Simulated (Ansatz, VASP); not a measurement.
**Cross-check of Y2SNO (Y2NOS MXene monolayer) between VASP and Ansatz**

One calculation is typed for both programs; each brings its own data sets. How far apart do they land? The structure shown is the start of the Ansatz relaxation below; VASP solves that cell, so the two are compared at the walk's first step.

Method: plane waves, with VASP 6.6.1 beside it; single point at PBE with D3(BJ), in Ansatz 0.2.0.

### 1. The starting structure

The cell holds 5 atoms: 1 S, 2 Y, 1 N and 1 O. Cell: a = 3.406 Å, b = 3.406 Å, c = 42.847 Å, α = 90.0°, β = 90.0°, γ = 120.0°. Vacuum lies along c.

As a file:

```cif
data_structure
_symmetry_space_group_name_H-M 'P 1'
_symmetry_Int_Tables_number 1
_cell_length_a 3.4063
_cell_length_b 3.4063
_cell_length_c 42.8472
_cell_angle_alpha 90.000
_cell_angle_beta 90.000
_cell_angle_gamma 120.000
_cell_volume 430.54
loop_
_atom_site_label
_atom_site_type_symbol
_atom_site_fract_x
_atom_site_fract_y
_atom_site_fract_z
_atom_site_occupancy
S1 S 0.33333 0.66667 0.43060 1
Y2 Y 0.66667 0.33333 0.47580 1
Y3 Y 0.33333 0.66667 0.53853 1
N4 N 0.00000 0.00000 0.50716 1
O5 O 0.66667 0.33333 0.56940 1
```

### 2. Ansatz: relaxation, PBE with D3(BJ)

Ansatz runs on its default PAW (the set named soft_2) files.

The two programs are compared at the cell with which this relaxation starts, whose forces are those of its first step.

input.yaml

```yaml
crystal:
  lattice:
    - [3.40626, 0.0, 0.0]
    - [-1.70313, 2.9499076919, 0.0]
    - [0.0, 0.0, 42.8471825095]
  atoms:
    - { symbol: S, position: [0.3333333333, 0.6666666667, 0.430600075] }
    - { symbol: "Y", position: [0.6666666667, 0.3333333333, 0.4757957717], spin: 1.0 }
    - { symbol: "N", position: [0.0, 0.0, 0.5071635155] }
    - { symbol: "Y", position: [0.3333333333, 0.6666666667, 0.5385312594], spin: 1.0 }
    - { symbol: O, position: [0.6666666667, 0.3333333333, 0.569399925] }
  periodic: [true, true, false]
magnetization:
  spin_polarized: true
kpoints:
  mp_grid: { grid: [12, 12, 1] }
hamiltonian:
  xc: pbe
  dispersion: d3bj
scf:
  occupations: { method: fermi_dirac, width: 0.05 }
  convergence: { dr2_threshold: 1.0e-09 }
relax:
  f_tol: 0.004
  max_steps: 90
  cell: {}
output:
  write_potential: true
  write_density: true
  volumetric_format: npy
```

Run with:

```bash
> ansatz run input.yaml --threads 2 --pin off --max-ram 3072MiB --backend cpu --events-out ev --progress --plain --runs-dir out
```

Numbers of over 12 decimals in the logs are rounded to 6 here.

The program printed:

```text
Warning: relax.cell: scf.convergence.dr2_threshold = 1e-9 eV is looser than the 1.96608402928e-10 eV advised for a relaxation that steers and ends on the stress (1e-10 eV for each atom of the cell: 5, times the square of relax.cell.stress_2d_tol = 0.05 N/m over 15.9 Å (the atoms' height at the walk's start and 5 Å past either face), 3.135e-2 GPa, over a crystal's default 0.05). What an SCF threshold leaves in a stress goes as its square root, and in the free energy as the threshold itself, and one threshold admits the most on a small cell: [figures from the program's tests cut] Set scf.convergence.dr2_threshold to 1.96608402928e-10 eV or tighter. [rest of the remark cut]
Engine: ansatz 0.2.0, x86_64-unknown-linux-gnu
Pseudopotentials: kind: paw
Pseudopotential: S, paw, valence charge 6, recommended cutoff 420 eV (normal), S.paw.azcp
Pseudopotential: Y, paw, valence charge 11, recommended cutoff 420 eV (normal), Y.paw.azcp
Pseudopotential: N, paw, valence charge 5, recommended cutoff 420 eV (normal), N.paw.azcp
Pseudopotential: O, paw, valence charge 6, recommended cutoff 420 eV (normal), O.paw.azcp
Functional definition: PBE
  parameter kappa = 0.804
  parameter beta = 0.066725
  exchange = pbe_x(kappa = kappa, mu = beta*pi^2/3)
  correlation = pbe_c(beta = beta)
Crystal: 5 atoms, lattice volume = 430.535 Å³
Basis set: ecut = 420 eV, 8423 PW (Γ), exchange–correlation on 48×48×576 points (8 copies of the dense FFT grid, shifted against one another)
Bands: 26, of which v1, the nominal top of the filled ones, is band 20 counted from 1 (19 counted from 0)
Symmetry: 6 space group operations
Space group: P3m1 (ITA 156), of the structure as read, at distance tolerance 7.6e-5 Å
Magnetic group: BNS 156.49 (UNI 1279), of the structure as read, at distance tolerance 7.6e-5 Å
k-points: 19 of 144 (time reversal used)
Non-local potential: S, projectors of the file, l = 0: 2, l = 1: 2, l = 2: 2
Non-local potential: Y, projectors of the file, l = 0: 3, l = 1: 2, l = 2: 2, l = 3: 1
Non-local potential: N, projectors of the file, l = 0: 2, l = 1: 2, l = 2: 1
Non-local potential: O, projectors of the file, l = 0: 2, l = 1: 2, l = 2: 1
PAW form: soft (Blöchl's): semilocal exchange-correlation on the pseudo side does not see the compensation charge
PAW one-centre angular grid: S, 110 points (default); XC on 64 Gauss nodes
PAW one-centre angular grid: Y, 590 points (default); XC on 64 Gauss nodes
PAW one-centre angular grid: N, 110 points (default); XC on 64 Gauss nodes
PAW one-centre angular grid: O, 110 points (default); XC on 64 Gauss nodes
Initial density: superposition of atomic densities (neutral atoms: chi_scale 0, normalization atom)
Starting moments: Σ|m| = 2 μB on 2 of 5 sites
Initial wavefunctions: pseudopotential atomic-orbital guess
Functional: x = pbe(κ = 0.804, μ = 0.219515), c = pbe(β = 0.066725)
SCF iter   1: F=—  HF=-9562.291778 eV  |F-HF|=—  |Δ(HF+E_count)|=         —  Δρ=3.07e-2 (↑2.97e-2 ↓3.07e-2)  dr2=3.73e1  dr2_m=1.77e-1  M=0.246 μB ∫|m|=0.470 μB  β_m=0.30  ethr=3.10e-3  ⟨swp⟩=12.9  Hψ=7502  notcnv=0
Mixer restart at iter 1: flushing history
preconditioner: auto → LDOS  [metal: Δε(μ)=0.039 eV  Ē_g=15.013 eV  σ=0.050 eV  W_gap=0.19  n_scr=24 (ndim 8)  ℏωp=10.4 eV  f_vac=0.772  D(μ)=1.97/eV (n_scr^D=12)]
spin=Collinear: LDOS preconditioning applied to the charge; magnetization (m = ρ↑ − ρ↓) channel mixes plain (no charge-response kernel on spin).
SCF iter   2: F=—  HF=-9557.522184 eV  |F-HF|=—  |Δ(HF+E_count)|=    4.77e0  Δρ=2.29e-2 (↑1.46e-2 ↓2.29e-2)  dr2=2.64e1  dr2_m=1.76e-1  M=0.554 μB ∫|m|=0.742 μB  β_m=0.26  ethr=3.10e-3  ⟨swp⟩=5.4  Hψ=3279  notcnv=0  defer=52
SCF iter   3: F=—  HF=-9557.669988 eV  |F-HF|=—  |Δ(HF+E_count)|=   1.48e-1  Δρ=1.16e-2 (↑9.99e-3 ↓1.16e-2)  dr2=9.21e0  dr2_m=8.29e-2  M=0.113 μB ∫|m|=0.367 μB  β_m=0.54  ethr=3.10e-3  ⟨swp⟩=2.6  Hψ=1918  notcnv=0  defer=54
SCF iter   4: F=—  HF=-9557.486687 eV  |F-HF|=—  |Δ(HF+E_count)|=   1.83e-1  Δρ=9.07e-3 (↑9.07e-3 ↓7.52e-3)  dr2=1.67e0  dr2_m=1.78e-2  M=0.142 μB ∫|m|=0.241 μB  β_m=0.42  ethr=3.10e-3  ⟨swp⟩=4.5  Hψ=2270  notcnv=0  defer=60
SCF iter   5: F=—  HF=-9557.392059 eV  |F-HF|=—  |Δ(HF+E_count)|=   9.46e-2  Δρ=8.98e-3 (↑4.33e-3 ↓8.98e-3)  dr2=1.12e1  dr2_m=4.62e-2  M=0.340 μB ∫|m|=0.399 μB  β_m=0.60  ethr=3.10e-3  ⟨swp⟩=2.9  Hψ=1817  notcnv=0  defer=67  recentre
[...]
iter 4 met the thresholds in force, and the SCF goes on: an eigenvalue changes by 0.94 meV, over its tolerance of 0.05 meV (output.eigenvalues, Limitations)
SCF iter   4: F=-9558.886550 eV  HF=-9558.886549 eV  |F-HF|=9.99e-7  |Δ(HF+E_count)|=   1.67e-5  Δρ=1.42e-7 (↑1.42e-7 ↓1.32e-7)  dr2=1.42e-10  dr2_m=2.61e-12  M=-0.000 μB ∫|m|=0.000 μB  β_m=0.58  ethr=2.56e-12  ⟨swp⟩=15.2  Hψ=8657  notcnv=0
iter 5 met the thresholds in force, and the SCF goes on: an eigenvalue changes by 1.73 meV, over its tolerance of 0.05 meV (output.eigenvalues, Limitations)
SCF iter   5: F=-9558.886550 eV  HF=-9558.886550 eV  |F-HF|=6.82e-8  |Δ(HF+E_count)|=   9.31e-7  Δρ=3.92e-8 (↑3.92e-8 ↓2.49e-8)  dr2=2.79e-11  dr2_m=1.92e-12  M=-0.000 μB ∫|m|=0.000 μB  β_m=1.00  ethr=1.00e-12  ⟨swp⟩=9.1  Hψ=6147  notcnv=0
Mixer restart at iter 5: flushing history
SCF iter   6: F=-9558.886550 eV  HF=-9558.886550 eV  |F-HF|=4.55e-9  |Δ(HF+E_count)|=   6.85e-8  Δρ=1.84e-7 (↑1.63e-7 ↓1.84e-7)  dr2=4.68e-9  dr2_m=1.38e-12  M=-0.000 μB ∫|m|=0.000 μB  β_m=1.00  ethr=1.00e-12  ⟨swp⟩=2.2  Hψ=1299  notcnv=0  κ⁻¹=1.0e0(r=1)
SCF iter   7: F=-9558.886550 eV  HF=-9558.886550 eV  |F-HF|=1.09e-11  |Δ(HF+E_count)|=  3.24e-10  Δρ=2.23e-8 (↑2.23e-8 ↓2.05e-8)  dr2=4.62e-12  dr2_m=1.40e-12  M=-0.000 μB ∫|m|=0.000 μB  ethr=1.00e-12  ⟨swp⟩=8.2  Hψ=5998  notcnv=0
the starting moments were not kept: the SCF closed with an absolute magnetisation of 2.0e-5 μB, where they sum to 2 μB in size (2 sites). That is at most 0.1 of that sum. Measured as dr2_m measures the in/out step, that magnetisation stands 9.1e-11 eV from none, at or under the dr2_threshold of 1.0e-9 eV: it is no larger than a step whose dr2_m would equal this threshold.
SCF 12 converged in 7 iterations: F = -9558.886550 eV  dr2 = 4.62e-12
relax step  12: F+E_penalty+E_count = -9558.88655013 eV  Δ(F+E_penalty+E_count) = -2.190e-4 eV  max|allowed force component| = 2.755e-3 eV/Å  Δτ_max = 0.0000 Å  P = +0.022 N/m  Ω = 457.356 Å³  fix = [c, alpha, beta]  reactions: c +0.000 N/m  stress off target by 2.17e-2 N/m on what of the cell is left free  SCF on the basis re-selected at this cell (its energy is not comparable with the rows above)  (7 SCF iters)
basis re-selected at this cell: Δ(F+E_penalty+E_count) = -2.190e-4 eV, ΔP = +0.002 N/m vs the last step (what re-selecting the basis moved, of the pressure what is left beyond the Pulay correction that the steps carried, after the strain that the cell walked since its last selection, with what the two solves' SCF thresholds leave and, on support functions, any second-order correction that the steps lacked; it is no m [...]
WARN: The output density's exchange-correlation potential varies sharply where the density is thin. Do not read a vacuum level from v_tot or v_xc, or from such a field of the output density. On a cell that repeats whose density bears no net charge and no dipole along the vacuum's axis use v_es (v_loc + v_h of the components); under efield.dipole_correction with no amplitude use v_es + v_field, which holds any externa [...]
SCF converged after 7 iterations
an eigenvalue changed by more than its tolerance at an iteration that met the thresholds in force, so the SCF went on 2 times, its first undamped step at iteration 5: the last check found none over its tolerance
Magnetization: -0.0000 μB (19.5000 up, 19.5000 down)
Absolute magnetization: 0.0000 μB (∫|ρ↑−ρ↓|, with the PAW one-centre terms)
Spin contamination: 0.0000 ħ² per cell (⟨S²⟩ above its minimum at these occupations)
Per-site moments (μB) at R_I (Å): [(-1.4562269008417727e-5, 1.162054), (-1.826058833324519e-7, 0.959799), (-1.3918854797970859e-6, 0.959799), (-1.881592774280021e-8, 0.888699), (-1.6199317308700572e-7, 0.888699)]
Free energy (F): -9558.886550 eV
Harris-Foulkes:  -9558.886550 eV  (|F-HF|=1.09e-11)
Internal energy: -9558.866061 eV  (E = F + TS)
E sigma→0 (E₀):  -9558.876306 eV
Entropy (-TS):   -0.020489 eV (-4.098 meV/atom)
Fermi energy:    -6.660432 eV
--- Per-component energies (eV) ---
  E_band       = -767.430837
  E_kinetic    = 1024.686217
  E_local      = -110830.252005  (includes V_loc(G=0)·N_el)
  E_nonlocal   = 221.511502
  E_hartree    = 54820.929739
  E_xc         = -580.379788
  E_vxc        = -659.585131  (∫ρ·V_xc dr)
  E_paw        = -6535.800181  (= ΣΔE_a)
  E_vpaw       = -165.653784  (= ΣTr[D̂ρ^β])
  E_aug_tail   = 0.002555  (compensation charges beyond the density's cutoff)
  E_ewald      = 52321.494661
  E_disp       = -1.058762  (pairwise vdW)
  E_smearing   = -0.020489  (= −TS)
  E_closure    = -0.000000  (closes the sum)
  Σ components = -9558.886550   (vs F -9558.886550, Δ=0.00e0)
--- Forces (eV/Å), atoms counted from 1 ---
  atom   1  S     -0.00000000     0.00000000     0.00052035
  atom   2  Y     -0.00000000    -0.00000000     0.00275480
  atom   3  N      0.00000000     0.00000000     0.00016323
  atom   4  Y      0.00000000    -0.00000000    -0.00222171
  atom   5  O      0.00000000     0.00000000    -0.00121557
  max |Σ_I F_I| component: 1.10e-6 eV/Å
--- 2D stress c σ (N/m, compression-positive) ---
        0.021746       0.000000      -0.000000
        0.000000       0.021746      -0.000000
       -0.000000      -0.000000       0.000000
  P = ½ c Tr σ = 0.0217 N/m
--- Band table (eV; the first three rows and the last of 38) ---
  k-point 0 ↑: bands = [... 16 lower, -7.6113, -7.2142, -5.8009, -5.8009, -2.3233, -2.0837, -2.0837, -2.0023, ... 2 higher]
  k-point 1 ↑: bands = [... 16 lower, -7.5948, -7.0142, -6.1744, -5.8982, -2.4406, -2.0562, -1.9875, -1.9501, ... 2 higher]
  k-point 2 ↑: bands = [... 16 lower, -7.5633, -7.0624, -6.8145, -6.1202, -2.8420, -2.0976, -1.7338, -1.5481, ... 2 higher]
  k-point 18 ↓: bands = [... 16 lower, -8.1097, -7.5962, -7.5502, -7.2145, -2.3006, -2.1857, -1.6137, -1.1302, ... 2 higher]
  the weakly bound empty levels are not read free of the cell's end (no_gap_told)
--- Relaxed structure (10 steps of the walk, 10 accepted, 2 SCFs on fresh bases) ---
  F+E_penalty+E_count = -9558.88655013 eV   max|allowed force component| = 2.755e-3 eV/Å   (the final SCF, on the basis selected at the relaxed cell)
  cell:  # Å, volume = 457.3557 Å³
    - [3.510755, 0.0, 0]
    - [-1.755378, 3.040403, 0]
    - [0, 0, 42.8471825095]
  atoms:
    - { symbol: S, position: [0.333333, 0.666667, 0.432341] }
    - { symbol: Y, position: [0.666667, 0.333333, 0.478002] }
    - { symbol: N, position: [0, 0, 0.504668] }
    - { symbol: Y, position: [0.333333, 0.666667, 0.544720] }
    - { symbol: O, position: [0.666667, 0.333333, 0.561759] }
```

[end of part 1 of 2]

[Lines on the potential files, build, host, timing and source positions are cut from VASP's logs without a mark.]

[Logs are printed without paths, hosts, clocks, repeated set-up lines and the standing remarks that a program may print on its own settings, such as how far it seeks lower states.]

[Hosts, paths, dates, database ids (printed as entryN), source tags and the programs' standing remarks are cut or masked in the printed files.]
